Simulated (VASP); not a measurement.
The system is W.

```xyz
1
Lattice="-1.5823 1.5823 1.5823 1.5823 -1.5823 1.5823 1.5823 1.5823 -1.5823" Properties=species:S:1:pos:R:3 pbc="T T T"
W     0.0000    0.0000    0.0000
```

* Program: VASP 6.6.1
* Task: relaxation of cell and atoms
* Functional: LDA
* Potentials or basis: VASP PAW LDA potentials, release 64 (W_sv)
* Cutoff: 600 eV
* k mesh: 16 × 16 × 16
* Occupations: methfessel-paxton, width 0.1 eV
* Spin: no spin polarisation

At the start: pressure -7.3 GPa; volume 15.85 Å³/atom.

Question: Where does the relaxation end?

Answer: Over 4 steps the energy falls by 8.3 meV/atom and the volume is 15.49 Å³/atom (-2.2 %); space group Im-3m (No. 229, to 0.05 Å).

Step by step:
| step | energy change (eV) | largest force (eV/Å) | pressure (GPa) | volume (Å³) |
| --- | --- | --- | --- | --- |
| 1 | 0.0000 | 0.0000 | -7.35 | 15.85 |
| 2 | 0.1166 | 0.0000 | 34.36 | 14.24 |
| 3 | -0.0083 | 0.0000 | -0.33 | 15.51 |
| 4 | -0.0083 | 0.0000 | -0.06 | 15.49 |

Final structure:
```cif
data_structure
_symmetry_space_group_name_H-M 'P 1'
_symmetry_Int_Tables_number 1
_cell_length_a 2.7201
_cell_length_b 2.7201
_cell_length_c 2.7201
_cell_angle_alpha 109.471
_cell_angle_beta 109.471
_cell_angle_gamma 109.471
_cell_volume 15.49
loop_
_atom_site_label
_atom_site_type_symbol
_atom_site_fract_x
_atom_site_fract_y
_atom_site_fract_z
_atom_site_occupancy
W1 W 0.00000 0.00000 0.00000 1
```
